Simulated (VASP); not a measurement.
# In2WSe3 (P-6m2) in VASP: further runs, part 2 of 2

VASP 6.6.1. Earlier steps stand in the parts before.

## Step 4: Single point, r2SCAN

This run uses another cell than the first one, of 26.82 Å³/atom, 1.030 times its volume.

Input file INCAR:

```
SYSTEM = In2WSe3
PREC     = Accurate       ! precision mode
ENCUT    = 520            ! plane-wave cutoff, eV
EDIFF    = 1E-6           ! SCF threshold, eV
ISMEAR   = 0              ! smearing method
SIGMA    = 0.1            ! smearing width, eV
LREAL    = .FALSE.        ! projectors in reciprocal space
LASPH    = .TRUE.         ! aspherical terms in the spheres
NELM     = 150            ! most SCF steps
ALGO     = Normal         ! electronic algorithm
ISIF     = 2              ! what is computed and relaxed
LWAVE    = .FALSE.        ! write WAVECAR
LCHARG   = .FALSE.        ! write CHGCAR
METAGGA  = R2SCAN         ! meta-GGA
LMIXTAU  = .TRUE.       
NBANDS   = 38             ! bands
KPAR     = 4
```

Input file KPOINTS:

```
regular mesh
0
G
  10 10 2
  0 0 0
```

Input file POSCAR:

```
In2WSe3                                 
1.0
    3.4730170789     -0.0000000000     -0.0000000000
   -1.7365085445      3.0077210208      0.0000000000
    0.0000000000      0.0000000000     15.4070124151
  In              W               Se            
     2     1     3
Direct
     0.6666666699999979    0.3333333300000021    0.6349232687823970
     0.6666666699999979    0.3333333300000021    0.3650767312176100
     0.0000000000000000    1.0000000000000000    0.0000000000000000
     0.3333333300000021    0.6666666699999979    0.8943482567743387
     0.3333333300000021    0.6666666699999979    0.1056517432256613
     0.0000000000000000    1.0000000000000000    0.5000000000000000
```

Potentials or basis: VASP PAW PBE potentials, release 64 (In_d, W_sv, Se).

Started as:

```bash
$ cat potpaw_PBE.64/In_d/POTCAR potpaw_PBE.64/W_sv/POTCAR potpaw_PBE.64/Se/POTCAR > POTCAR
$ mpirun -np 4 vasp_std > vasp.out
```

OUTCAR:

```text
SYSTEM = In2WSe3
   PREC = Accurate
   ENCUT = 520
   EDIFF = 1E-6
   ISMEAR = 0
   LREAL = .FALSE.
   LASPH = .TRUE.
   NELM = 150
   ISIF = 2
   METAGGA = R2SCAN

 ion  position               nearest neighbor table
   1  0.667  0.333  0.635-   6 2.89   6 2.89   6 2.89
   2  0.667  0.333  0.365-   6 2.89   6 2.89   6 2.89
   3  0.000  0.000  0.000-   4 2.58   5 2.58   4 2.58   5 2.58   4 2.58   5 2.58
   4  0.333  0.667  0.894-   3 2.58   3 2.58   3 2.58
   5  0.333  0.667  0.106-   3 2.58   3 2.58   3 2.58
   6  0.000  0.000  0.500-   2 2.89   1 2.89   2 2.89   1 2.89   2 2.89   1 2.89

  LATTYP: Found a hexagonal cell.
 ALAT       =     3.4730170789
 C/A-ratio  =     4.4362040454

  Lattice vectors:

 A1 = (   3.4730170789,   0.0000000000,   0.0000000000)
 A2 = (  -1.7365085445,   3.0077210208,   0.0000000000)
 A3 = (   0.0000000000,   0.0000000000,  15.4070124151)

Analysis of symmetry for initial positions (statically):
=====================================================================
 Subroutine PRICEL returns:
 Original cell was already a primitive cell.

 Routine SETGRP: Setting up the symmetry group for a
 hexagonal supercell.

 Subroutine GETGRP returns: Found 12 space group operations
[... 174 lines left out ...]

 E-fermi :   5.0080     XC(G=0):  -9.9439

 val. band max:        4.9965977390   @ k =   0.1000  -0.0000   0.0000
 cond. band min:       5.0518657944   @ k =   0.3000   0.3000   0.5000
 fundamental gap:      0.0552680554
 Fermi energy:         5.0079867692

 k-point     1 :       0.0000    0.0000    0.0000
  band No.  band energies     occupation
      1     -72.3720      2.00000
      2     -35.8689      2.00000
      3     -35.8689      2.00000
      4     -35.8456      2.00000
      5     -11.1202      2.00000
      6     -10.2358      2.00000
[... 973 lines left out ...]
     37       9.1429      0.00000
     38       9.6470      0.00000

 [... further k-points ...]
[... 5 lines left out ...]
  --------------------------------------------------------------------------------------
  -------------------------------------------------------------------------------------
  Total       -0.7737649     -0.7737649     -2.3689024      0.0000000      0.0000000      0.0000000
  in kB       -7.7029437     -7.7029437    -23.5827713      0.0000000      0.0000000      0.0000000
  external PRESSURE =     -12.9962195 kB  Pullay stress =       0.0000000 kB

 VOLUME and BASIS-vectors are now :
 -----------------------------------------------------------------------------
  energy-cutoff  :      520.00
  volume of cell :      160.94
      direct lattice vectors                 reciprocal lattice vectors
     3.473017079  0.000000000  0.000000000     0.287934086  0.166238823  0.000000000
    -1.736508544  3.007721021  0.000000000     0.000000000  0.332477644  0.000000000
     0.000000000  0.000000000 15.407012415     0.000000000  0.000000000  0.064905510

 POSITION                                       TOTAL-FORCE (eV/Angst)
 -----------------------------------------------------------------------------------
      1.73651      1.00257      9.78227         0.000000     -0.000000     -0.267985
      1.73651      1.00257      5.62474         0.000000      0.000000      0.267985
      0.00000      0.00000      0.00000         0.000000     -0.000000      0.000000
     -0.00000      2.00515     13.77923        -0.000000     -0.000000      0.268796
     -0.00000      2.00515      1.62778        -0.000000     -0.000000     -0.268796
      0.00000      0.00000      7.70351         0.000000     -0.000000      0.000000
 -----------------------------------------------------------------------------------
    total drift:                               -0.000003      0.000002     -0.000000

  FREE ENERGIE OF THE ION-ELECTRON SYSTEM (eV)
  ---------------------------------------------------
  free  energy   TOTEN  =      -141.3991489798 eV

  energy  without entropy=     -141.3924106870  energy(sigma->0) =     -141.39577983
```

OSZICAR:

```text
N       E                     dE             d eps       ncg     rms          rms(c)
DAV:   1     0.475598149170E+03    0.47560E+03   -0.27199E+04  2136   0.171E+03
DAV:   2    -0.772470424324E+02   -0.55285E+03   -0.53469E+03  2158   0.460E+02
[... 36 lines left out ...]
DAV:  39    -0.141399110477E+03   -0.16773E-03   -0.52053E-05  2128   0.420E-02    0.357E-02
DAV:  40    -0.141399147505E+03   -0.37028E-04   -0.17631E-05  2202   0.268E-02    0.312E-02
DAV:  41    -0.141399151648E+03   -0.41431E-05   -0.44479E-06  2046   0.131E-02    0.261E-02
DAV:  42    -0.141399148790E+03    0.28582E-05   -0.20468E-06  1696   0.945E-03    0.197E-02
DAV:  43    -0.141399149923E+03   -0.11327E-05   -0.43810E-07  1280   0.454E-03    0.181E-02
DAV:  44    -0.141399148980E+03    0.94290E-06   -0.12041E-06  1526   0.654E-03
   1 F= -.14139915E+03 E0= -.14139578E+03  d E =-.673829E-02
```

stdout:

```text
POSCAR found type information on POSCAR InW Se
 POSCAR found :  3 types and       6 ions
 scaLAPACK will be used
 -----------------------------------------------------------------------------
|                                                                             |
|                                                                             |
|     You enforced a specific xc type in the INCAR file but a different       |
|     I HOPE YOU KNOW WHAT YOU ARE DOING!                                     |
|                                                                             |
 -----------------------------------------------------------------------------

 LDA part: xc-table for (None), standard interpolation
 POSCAR, INCAR and KPOINTS ok, starting setup
 FFT: planning ... GRIDC
 FFT: planning ... GRID_SOFT
 FFT: planning ... GRID
 WAVECAR not read
 entering main loop
```

Run time: 6.5 min. Hardware: 4 MPI ranks of Intel Xeon Platinum 8488C (Sapphire Rapids), shared host; peak memory 0.44 GiB.

What came out:

- Free energy: -141.3991 eV
- Pressure: -1.3 GPa
- Largest force: 0.269 eV/Å
- Band gap on the k mesh: none (metal or under the smearing width)

Forces in eV/Å, atoms in the order of the input:
```
In   0.000  0.000 -0.268
In   0.000  0.000  0.268
W    0.000  0.000  0.000
Se   0.000  0.000  0.269
Se   0.000  0.000 -0.269
Se   0.000  0.000  0.000
```

Caveat: the PAW data sets were made with another functional, which shifts forces and pressure a little. Spin-orbit coupling is left out, which matters for the levels of W.
